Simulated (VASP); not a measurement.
An input for Ansatz (written as the equivalent of a VASP run, and not itself run):

Ansatz 0.2 input:
```yaml
crystal:
  lattice:
    - [3.8732190, 0.0000000, 0.0000000]
    - [0.0000000, 3.8732190, 0.0000000]
    - [0.0000000, 0.0000000, 3.8732190]
  atoms:
    - { symbol: La, position: [0.0000000, 0.0000000, 0.0000000] }
    - { symbol: Te, position: [0.5000000, 0.5000000, 0.5000000] }
kpoints:
  mp_grid: { grid: [11, 11, 11] }
hamiltonian:
  xc: pbesol
  pseudopotentials: { kind: paw }
scf:
  occupations: { method: tetrahedron }
  max_iter: 100
output: { forces: true, stress: true, eigenvalues: true }
```

Q: Write the VASP files for the same calculation (PBEsol).

A: One answer among several that fit: 
### INCAR
```
# general
SYSTEM   =  LaTe
PREC     =  Accurate
ENCUT    =  400
LREAL    =  .FALSE.
LASPH    =  .TRUE.

# electronic loop
EDIFF    =  1E-7
NELM     =  100
ALGO     =  Normal
LMAXMIX  =  6

# smearing
ISMEAR   =  -5

# functional
GGA      =  PS

# ions
ISIF     =  2

# output
LWAVE    =  .FALSE.
LCHARG   =  .TRUE.
LORBIT   =  11
NEDOS    =  601
```

**POSCAR**
```
LaTe
1
    3.8732190343    -0.0000000000    -0.0000000000
    0.0000000000     3.8732190343    -0.0000000000
    0.0000000000    -0.0000000000     3.8732190343
La Te
1 1
Direct
  0.0000000000   0.0000000000   0.0000000000
  0.5000000000   0.5000000000   0.5000000000
```

File KPOINTS:
```
Automatic mesh
0
G
11 11 11
0 0 0
```

POTCAR, in this order: La Te (PBE.64 set). Program: vasp_std.

Limits of the translation: each code has its own PAW files, so the cut-off isn't converted (ENCUT is set for VASP's; basis.ecutwfc is left out, and Ansatz then takes the one that its files recommend); Ansatz stops its SCF on the density residual and VASP on the energy change (EDIFF).

The structure was generated: LaTe was put into the CsCl type type (Pm-3m), which need not be its known phase. It was relaxed first, which changed the volume by -36 %.
